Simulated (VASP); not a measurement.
## RbHgBr2: single point with PBE

RbHgBr2:

```
Rb Hg Br
1.0
     5.88152    0.00000    0.00000
     0.00000    5.88152    0.00000
     0.00000    0.00000    4.46194
Rb Hg Br
1 1 2
Cartesian
  2.9408 2.9408 2.2310
  0.0000 0.0000 0.0000
  2.9408 0.0000 0.0000
  0.0000 2.9408 0.0000
```

The cell was built by a generator and needn't be a form met in nature.

- Program: VASP 6.6.1
- Task: single point
- Functional: PBE
- Potentials or basis: VASP PAW PBE potentials, release 64 (Rb_sv, Hg, Br)
- Cutoff: 520 eV
- k mesh: 8 × 8 × 10
- Occupations: gaussian, width 0.1 eV
- Spin: no spin polarisation

The pressure is 0.0 GPa and the band gap on the k mesh is none (metal or under the smearing width).

Levels at points of the mesh, in eV from the Fermi level:
```
           k point  band 15  band 16  band 17  band 18  band 19  band 20
(0.00, 0.00, 0.00)    -2.57    -2.52    -2.52    -2.27     2.80     4.13
(0.50, 0.00, 0.00)    -2.68    -2.49    -2.28     0.24     3.31     4.36
(0.50, 0.50, 0.00)    -2.35    -2.30    -1.53     1.35     3.30     3.30
(0.00, 0.00, 0.50)    -2.98    -2.57    -2.57    -2.31     2.83     5.17
(0.50, 0.00, 0.50)    -3.05    -2.81    -2.80     0.57     2.20     4.90
(0.50, 0.50, 0.50)    -2.88    -2.18    -1.48     1.40     1.76     3.94
```

Run time: 7.7 min on 1 thread of Intel(R) Xeon(R) Platinum 8488C (Sapphire Rapids), on a shared host, peak memory 0.53 GiB.

Caveat: an odd number of electrons without spin polarisation forces a metal; a magnetic or distorted state may lie lower. The run has no spin-orbit coupling, so splittings on Hg are missing.
